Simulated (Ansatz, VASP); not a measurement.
## Cross-check of Sc (Sc strained to the junction's net) between VASP and Ansatz

Aim: how closely do two programs agree when they are given the same cell, functional and k mesh? The structure shown is the end of the Ansatz relaxation below.

Main program and level: Ansatz 0.2.0; plane waves, with VASP 6.6.1 beside it; single point at PBE.

### 1. Set-up

It takes space group P6_3/mmc (No. 194, hexagonal). The conventional cell has a = 3.290 Å, b = 3.290 Å, c = 5.211 Å, α = 90.00°, β = 90.00°, γ = 120.00°. Nearest to Sc lie 12 Sc at 3.22 to 3.29 Å.

### 2. Ansatz: relaxation, PBE

Ansatz runs on its default PAW (the set named soft_2) files.

This run makes the geometry at which the two programs are then compared.

Input file input.yaml:

```yaml
crystal:
  lattice:
    - [3.29, 0.0, 0.0]
    - [-1.645, 2.8492235785, 0.0]
    - [0.0, 0.0, 5.1926385542]
  atoms:
    - { symbol: Sc, position: [0.0, 0.0, 0.0] }
    - { symbol: Sc, position: [0.3333333333, 0.6666666667, 0.5] }
kpoints:
  mp_grid: { grid: [12, 12, 6] }
scf:
  occupations: { method: fermi_dirac, width: 0.1 }
  max_iter: 150
hamiltonian:
  xc: pbe
relax:
  f_tol: 0.01
  max_steps: 40
  cell: { fix: [a, b, angles] }
```

The run is started by

```console
$ ansatz run input.yaml --threads 4 --pin off --max-ram 16384MiB --backend cpu --events-out ev --progress --plain --runs-dir out
```

Numbers of over 12 decimals in the logs are rounded to 6 here.

The program printed:

```text
Engine: ansatz 0.2.0, aarch64-unknown-linux-gnu
Pseudopotentials: kind: paw
Pseudopotential: Sc, paw, valence charge 11, recommended cutoff 420 eV (normal), Sc.paw.azcp
Functional definition: PBE
  parameter kappa = 0.804
  parameter beta = 0.066725
  exchange = pbe_x(kappa = kappa, mu = beta*pi^2/3)
  correlation = pbe_c(beta = beta)
Crystal: 2 atoms, lattice volume = 48.676 Å³
Basis set: ecut = 420 eV, 965 PW (Γ), exchange–correlation on 48×48×72 points (8 copies of the dense FFT grid, shifted against one another)
Bands: 15, of which v1, the nominal top of the filled ones, is band 11 counted from 1 (10 counted from 0)
Symmetry: 24 space group operations
Space group: P63/mmc (ITA 194), of the structure as read, at distance tolerance 3.7e-5 Å
k-points: 76 of 864
Non-local potential: Sc, projectors of the file, l = 0: 3, l = 1: 2, l = 2: 3, l = 3: 1
PAW form: soft (Blöchl's): semilocal exchange-correlation on the pseudo side does not see the compensation charge
PAW one-centre angular grid: Sc, 590 points (default); XC on 64 Gauss nodes
Initial density: superposition of atomic densities (neutral atoms: chi_scale 0, normalization atom), corrected by the library's trained network
Initial wavefunctions: pseudopotential atomic-orbital guess
Functional: x = pbe(κ = 0.804, μ = 0.219515), c = pbe(β = 0.066725)
SCF iter   1: F=—  HF=-4271.681354 eV  |F-HF|=—  |Δ(HF+E_count)|=         —  Δρ=1.89e-3  dr2=1.67e-3  ethr=1.77e-3  ⟨swp⟩=3.2  Hψ=4658  notcnv=0
preconditioner: auto → none  [metal: Δε(μ)=0.024 eV  Ē_g=2.510 eV  σ=0.100 eV  W_gap=0.06  n_scr=8 (ndim 8)  ℏωp=13.0 eV  f_vac=0.000  D(μ)=3.89/eV (n_scr^D=36)  sad-step TF]
SCF iter   2: F=—  HF=-4271.680660 eV  |F-HF|=—  |Δ(HF+E_count)|=   6.93e-4  Δρ=1.19e-3  dr2=7.44e-4  ethr=7.60e-6  ⟨swp⟩=1.1  Hψ=1832  notcnv=0
SCF iter   3: F=—  HF=-4271.680704 eV  |F-HF|=—  |Δ(HF+E_count)|=   4.36e-5  Δρ=1.19e-4  dr2=5.15e-6  ethr=3.38e-6  ⟨swp⟩=2.0  Hψ=1361  notcnv=0
SCF iter   4: F=—  HF=-4271.680657 eV  |F-HF|=—  |Δ(HF+E_count)|=   4.72e-5  Δρ=2.68e-5  dr2=2.42e-7  ethr=2.34e-8  ⟨swp⟩=2.2  Hψ=1961  notcnv=0
iter 5 did not close the SCF: its close was put off for the readings that it lacked (scf_convergence_deferred on its scf_iter line)
SCF iter   5: F=-4271.680657 eV  HF=-4271.680657 eV  |F-HF|=4.47e-9  |Δ(HF+E_count)|=   3.40e-8  Δρ=5.36e-6  dr2=5.53e-9  ethr=1.10e-9  ⟨swp⟩=2.2  Hψ=1919  notcnv=0
SCF iter   6: F=-4271.680657 eV  HF=-4271.680657 eV  |F-HF|=7.82e-11  |Δ(HF+E_count)|=   5.18e-9  Δρ=7.97e-7  dr2=1.81e-10  ethr=2.51e-11  ⟨swp⟩=1.0  Hψ=3442  notcnv=0
SCF 1 converged in 6 iterations: F = -4271.680657 eV  dr2 = 1.81e-10
  greatest PAW one-centre occupation: 0.998 electrons in one spin orbital (limit 2), on the Sc atom at site 1 (counted from 0), in its partial waves of l = 0
relax step   1: F+E_penalty+E_count = -4271.68065680 eV  Δ(F+E_penalty+E_count) = +0.000e0 eV  max|allowed force component| = 1.850e-17 eV/Å  Δτ_max = 0.0000 Å  P = +0.884 GPa  Ω = 48.676 Å³  fix = [a, b, alpha, beta, gamma]  reactions: a +1.144, b +1.144 GPa  (6 SCF iters, dr2 threshold 1.00e-7 eV, accepted)
[...]
relax step   2: F+E_penalty+E_count = -4271.68083197 eV  Δ(F+E_penalty+E_count) = -1.752e-4 eV  max|allowed force component| = 1.480e-16 eV/Å  Δτ_max = 0.0000 Å  P = +0.696 GPa  Ω = 48.845 Å³  energy of the carried Pulay correction = -2.522e-5 eV  fix = [a, b, alpha, beta, gamma]  reactions: a +1.037, b +1.037 GPa  (7 SCF iters, dr2 threshold 2.00e-7 eV, accepted)
[...]
relax step   3: F+E_penalty+E_count = -4271.68085675 eV  Δ(F+E_penalty+E_count) = -2.478e-5 eV  max|allowed force component| = 1.203e-16 eV/Å  Δτ_max = 0.0000 Å  P = +0.696 GPa  Ω = 48.845 Å³  fix = [a, b, alpha, beta, gamma]  reactions: a +1.037, b +1.037 GPa  stress off target by 1.51e-2 GPa on what of the cell is left free  SCF on the basis re-selected at this cell (its energy is not comparable with the rows above)  (7 SCF iters)
basis re-selected at this cell: Δ(F+E_penalty+E_count) = -2.478e-5 eV, ΔP = -0.000 GPa vs the last step (what re-selecting the basis moved, of the pressure what is left beyond the Pulay correction that the steps carried, after the strain that the cell walked since its last selection, with what the two solves' SCF thresholds leave and, on support functions, any second-order correction that the steps lacked; it is no m [...]
SCF converged after 7 iterations
Free energy (F): -4271.680857 eV
Harris-Foulkes:  -4271.680857 eV  (|F-HF|=0.00e0)
Internal energy: -4271.554993 eV  (E = F + TS)
E sigma→0 (E₀):  -4271.617925 eV
Entropy (-TS):   -0.125864 eV (-62.932 meV/atom)
Fermi energy:    9.364645 eV
--- Per-component energies (eV) ---
  E_band       = -334.713757
  E_kinetic    = 520.920979
  E_local      = -1678.863027  (includes V_loc(G=0)·N_el)
  E_nonlocal   = 166.530010
  E_hartree    = 573.220661
  E_xc         = -208.174650
  E_vxc        = -257.645071  (∫ρ·V_xc dr)
  E_paw        = -1910.982130  (= ΣΔE_a)
  E_vpaw       = -232.097992  (= ΣTr[D̂ρ^β])
  E_aug_tail   = 0.000022  (compensation charges beyond the density's cutoff)
  E_ewald      = -1734.206858
  E_smearing   = -0.125864  (= −TS)
  E_closure    = 0.000000  (closes the sum)
  Σ components = -4271.680857   (vs F -4271.680857, Δ=0.00e0)
--- Forces (eV/Å), atoms counted from 1 ---
  atom   1  Sc     0.00000000     0.00000000     0.00000000
  atom   2  Sc     0.00000000    -0.00000000     0.00000000
  max |Σ_I F_I| component: 9.25e-18 eV/Å
--- Stress (GPa, compression-positive) ---
        1.036962       0.000000       0.000000
        0.000000       1.036962       0.000000
        0.000000       0.000000       0.015139
  P = ⅓ Tr σ = 0.6964 GPa (6.964 kbar)
--- Relaxed structure (2 steps of the walk, 2 accepted, 1 SCFs on fresh bases) ---
  F+E_penalty+E_count = -4271.68085675 eV   max|allowed force component| = 1.203e-16 eV/Å   (the final SCF, on the basis selected at the relaxed cell)
  cell:  # Å, volume = 48.8453 Å³
    - [3.290000, 0, 0.0]
    - [-1.645000, 2.849224, 0.0]
    - [0.0, 0.0, 5.210756]
  atoms:
    - { symbol: Sc, position: [9.25185853962003e-18, -5.08852219630634e-17, 0.0] }
    - { symbol: Sc, position: [0.333333, 0.666667, 0.5] }
```

### 3. VASP: single point, PBE

The same cell, functional, mesh and smearing now go to VASP, with its own data sets.

Lines of VASP's logs that name or quote its potential files are left out, and so is its time.

Input file INCAR:

```
SYSTEM = Sc
PREC = Accurate
ENCUT = 500
EDIFF = 1E-06
NELM = 120
ISMEAR = -1
SIGMA = 0.1
LREAL = .FALSE.
ALGO = Normal
GGA = PE
NBANDS = 17
LASPH = .TRUE.
LORBIT = 11
LWAVE = .FALSE.
LCHARG = .FALSE.
ISIF = 2
GGA_COMPAT = .FALSE.
```

Input file POSCAR:

```
Sc
1.0
    3.2900000000      0.0000000000      0.0000000000
   -1.6450000000      2.8492235785      0.0000000000
    0.0000000000      0.0000000000      5.2107559007
Sc
2
Direct
    0.0000000000      1.0000000000      0.0000000000
    0.3333333334      0.6666666666      0.5000000000
```

Input file KPOINTS:

```
Automatic mesh
0
Gamma
12 12 6
0 0 0
```

The projector-augmented-wave data sets are Sc_sv (PBE family, release 64).

The run is started by

```console
$ mpirun -np 1 vasp_std
```

The program printed:

```text
[banner, memory and clock lines left out]
running    1 mpi-ranks, on    1 nodes
 distrk:  each k-point on    1 cores,    1 groups
 distr:  one band on    1 cores,    1 groups

 POSCAR found type information on POSCAR Sc
 POSCAR found :  1 types and       2 ions
 LDA part: xc-table for (Slater+PW92), standard interpolation
 POSCAR, INCAR and KPOINTS ok, starting setup
 FFT: planning ... GRIDC
 FFT: planning ... GRID_SOFT
 FFT: planning ... GRID
 WAVECAR not read
 entering main loop
       N       E                     dE             d eps       ncg     rms          rms(c)
DAV:   1     0.294980536510E+03    0.29498E+03   -0.10156E+04  2584   0.132E+03
DAV:   2     0.192770056067E+01   -0.29305E+03   -0.28846E+03  3048   0.558E+02
DAV:   3    -0.137014338296E+02   -0.15629E+02   -0.15092E+02  4272   0.143E+02
DAV:   4    -0.139295188480E+02   -0.22809E+00   -0.22731E+00  3686   0.172E+01
DAV:   5    -0.139338468895E+02   -0.43280E-02   -0.43273E-02  4448   0.233E+00    0.763E+00
DAV:   6    -0.127262742398E+02    0.12076E+01   -0.27915E+00  3348   0.194E+01    0.229E+00
DAV:   7    -0.125718886803E+02    0.15439E+00   -0.69269E-01  3432   0.883E+00    0.863E-01
DAV:   8    -0.125621269170E+02    0.97618E-02   -0.29425E-02  3564   0.228E+00    0.248E-01
DAV:   9    -0.125606013234E+02    0.15256E-02   -0.83923E-03  3476   0.999E-01    0.202E-02
DAV:  10    -0.125606171951E+02   -0.15872E-04   -0.12817E-04  4313   0.160E-01    0.827E-03
DAV:  11    -0.125606113792E+02    0.58159E-05   -0.33887E-06  3114   0.220E-02    0.216E-03
DAV:  12    -0.125606138067E+02   -0.24275E-05   -0.46453E-07  2430   0.913E-03    0.997E-04
DAV:  13    -0.125606134631E+02    0.34356E-06   -0.66093E-08  2043   0.500E-03
   1 F= -.12560613E+02 E0= -.12497760E+02  d E =-.125706E+00
```

OUTCAR, selected parts (step 3):

```text
ion  position               nearest neighbor table
   1  0.000  0.000  0.000-   2 3.22   2 3.22   2 3.22   2 3.22   2 3.22   2 3.22
   2  0.333  0.667  0.500-   1 3.22   1 3.22   1 3.22   1 3.22   1 3.22   1 3.22

  LATTYP: Found a hexagonal cell.
 ALAT       =     3.2900000000
 C/A-ratio  =     1.5838163832

 Subroutine GETGRP returns: Found 24 space group operations
 (whereof 12 operations were pure point group operations)

The static configuration has the point symmetry D_3h.
 The point group associated with its full space group is D_6h.

 Found     76 irreducible k-points:

   k-points           NKPTS =     76   k-points in BZ     NKDIM =     76   number of bands    NBANDS=     17

   dimension x,y,z NGX =    24 NGY =   24 NGZ =   40
   dimension x,y,z NGXF=    48 NGYF=   48 NGZF=   80

   ENCUT  =  500.0 eV  36.75 Ry    6.06 a.u.   6.00  6.00  9.50*2*pi/ulx,y,z

   NELECT =      22.0000    total number of electrons

 k-points in reciprocal lattice and weights: Automatic mesh
   0.00000000  0.00000000  0.00000000       0.001
   0.08333333  0.00000000  0.00000000       0.007
   0.16666667  0.00000000  0.00000000       0.007
   0.25000000  0.00000000  0.00000000       0.007
   0.33333333  0.00000000  0.00000000       0.007
   0.41666667  0.00000000  0.00000000       0.007
   0.50000000  0.00000000  0.00000000       0.003
   0.08333333  0.08333333  0.00000000       0.007
   0.16666667  0.08333333  0.00000000       0.014
[...]
0.33333333  0.25000000  0.50000000       0.014
   0.33333333  0.33333333  0.50000000       0.002

 average (electrostatic) potential at core
       1 -47.1677       2 -47.1677

 E-fermi :   3.7378

 k-point     1 :       0.0000    0.0000    0.0000
  band No.  band energies     occupation
    ...
      6     -24.0682      2.00000
      7     -24.0682      2.00000
      8     -24.0539      2.00000
      9      -1.4131      2.00000
     10       2.0623      2.00000
     11       4.2430      0.01272
     12       5.3584      0.00000
     13       5.3584      0.00000
     14       5.5107      0.00000
     15       5.7892      0.00000
    ...

 k-point     2 :       0.0833    0.0000    0.0000
  band No.  band energies     occupation
    ...
      6     -24.0878      2.00000
      7     -24.0708      2.00000
      8     -24.0579      2.00000
      9      -1.2591      2.00000
     10       2.1926      2.00000
     11       4.1168      0.04420
     12       5.0824      0.00000
     13       5.4704      0.00000
     14       5.6677      0.00000
     15       5.7329      0.00000
    ...

 k-point     3 :       0.1667    0.0000    0.0000
  band No.  band energies     occupation
    ...
      7     -24.0783      2.00000
      8     -24.0701      2.00000
      9      -0.8121      2.00000
     10       2.5410      1.99999
     11       3.8259      0.58616
     12       4.6464      0.00023
     13       5.4342      0.00000
     14       5.7509      0.00000
     15       5.7951      0.00000
     16       5.8167      0.00000
    ...

  Total        0.3220278      0.3220278      0.0117297      0.0000000     -0.0000000     -0.0000000
  in kB       10.5628411     10.5628411      0.3847450      0.0000000     -0.0000000     -0.0000000
  external PRESSURE =       7.1701424 kB  Pullay stress =       0.0000000 kB

  energy-cutoff  :      500.00
  volume of cell :       48.85
      direct lattice vectors                 reciprocal lattice vectors
     3.290000000  0.000000000  0.000000000     0.303951368  0.175486404  0.000000000
    -1.645000000  2.849223579  0.000000000     0.000000000  0.350972808  0.000000000
     0.000000000  0.000000000  5.210755901     0.000000000  0.000000000  0.191910736

 POSITION                                       TOTAL-FORCE (eV/Angst)
 -----------------------------------------------------------------------------------
      0.00000      0.00000      0.00000        -0.000000      0.000000      0.000000
      0.00000      1.89948      2.60538         0.000000     -0.000000      0.000000
 -----------------------------------------------------------------------------------
    total drift:                               -0.000000      0.000000      0.000000

  FREE ENERGIE OF THE ION-ELECTRON SYSTEM (eV)
  ---------------------------------------------------
  free  energy   TOTEN  =       -12.5606134631 eV

  energy  without entropy=      -12.4349073733  energy(sigma->0) =      -12.49776042

 total charge
# of ion       s       p       d       tot
------------------------------------------
    1        2.276   6.105   1.007   9.388
    2        2.276   6.105   1.007   9.388
--------------------------------------------------
tot          4.552  12.210   2.014  18.775

[... 3 further parts left out ...]
```

The run ends at a pressure of 0.72 GPa.

### 4. Comparison

Known differences besides the potentials themselves: the cutoff is 420 eV in Ansatz and 500 eV in VASP; Ansatz's pressure holds a Pulay correction, VASP's none. Total energies have different zeros and are not compared.

The two programs side by side:

```tsv
quantity	Ansatz	VASP	difference
pressure (GPa)	0.70	0.72	-0.02
```

### 5. Summary of results

| Quantity | Value |
| --- | --- |
| difference in pressure (single point, PBE) | -0.021 GPa |

The difference in pressure is -0.021 GPa (single point, PBE), within the 1 GPa picked in this series as the mark of a large difference. Such differences can come from data sets, numerical settings and the points named under the comparisons, not from the functional's error against experiment.

[Lines on the potential files, build, host, timing and source positions are cut from VASP's logs without a mark.]

[Logs are printed without paths, hosts, clocks, repeated set-up lines and the standing remarks that a program may print on its own settings, such as how far it seeks lower states.]

[Hosts, paths, dates, database ids (printed as entryN), source tags and the programs' standing remarks are cut or masked in the printed files.]
